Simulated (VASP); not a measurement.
An input for Quantum ESPRESSO's pw.x (written as the equivalent of a VASP run, and not itself run):

```
&CONTROL
  calculation = 'vc-relax'
  pseudo_dir = './pseudo'
  outdir = './out'
  tprnfor = .true.
  tstress = .true.
  nstep = 60
  forc_conv_thr = 0.00039
/
&SYSTEM
  ibrav = 0
  nat = 1
  ntyp = 1
  ecutwfc = 84
  occupations = 'smearing'
  smearing = 'methfessel-paxton'
  degauss = 0.00735
  input_dft = 'pbesol'
/
&ELECTRONS
  conv_thr = 7.3e-08
  electron_maxstep = 100
/
&IONS
/
&CELL
/
ATOMIC_SPECIES
  Pt 195.084 Pt.upf
CELL_PARAMETERS angstrom
     0.0000000    1.9600000    1.9600000
     1.9600000    0.0000000    1.9600000
     1.9600000    1.9600000    0.0000000
ATOMIC_POSITIONS crystal
  Pt   0.0000000  0.0000000  0.0000000
K_POINTS automatic
  14 14 14 0 0 0
```

Problem. Translate this input to VASP (INCAR, KPOINTS, POSCAR, choice of POTCAR).

Solution. This is not unique; one that fits is 
### POSCAR
```
Pt
1
    0.0000000000     1.9600000000     1.9600000000
    1.9600000000     0.0000000000     1.9600000000
    1.9600000000     1.9600000000     0.0000000000
Pt
1
Direct
  0.0000000000   0.0000000000   0.0000000000
```

File KPOINTS:
```
Automatic
0
G
  14 14 14
```

### INCAR
```
# general
SYSTEM =Pt
PREC   =Accurate
ENCUT  =520   # plane-wave cut-off (eV)
LREAL  =.FALSE.   # projection in real space or not
LASPH  =.TRUE.

# electronic loop
EDIFF  =1E-6
NELM   =100   # most electronic steps
ALGO   =Normal   # blocked Davidson
LMAXMIX=6   # l cut-off of mixed one-centre charges

# smearing
ISMEAR =1   # Methfessel-Paxton
SIGMA  =0.1   # width (eV)

# functional
GGA    =PS   # PBEsol

# ions
IBRION =2
NSW    =60
ISIF   =3   # ions, shape and volume
EDIFFG =-0.01   # ionic stop

# output
LWAVE  =.FALSE.
LCHARG =.FALSE.
```

POTCAR, in this order: Pt (PBE.64 set). Program: vasp_std.

Limits of the translation: the potentials are each code's own (VASP's PAW set, PseudoDojo norm-conserving files in pw.x), so ENCUT and ecutwfc are chosen apart and not converted; conv_thr bounds pw.x's estimated SCF error, while EDIFF bounds the energy change between steps; forc_conv_thr acts on force components and is met together with etot_conv_thr.

The compound is Pt in the fcc structure. This run relaxes it. Symmetry was kept, so distortions that lower it aren't found.
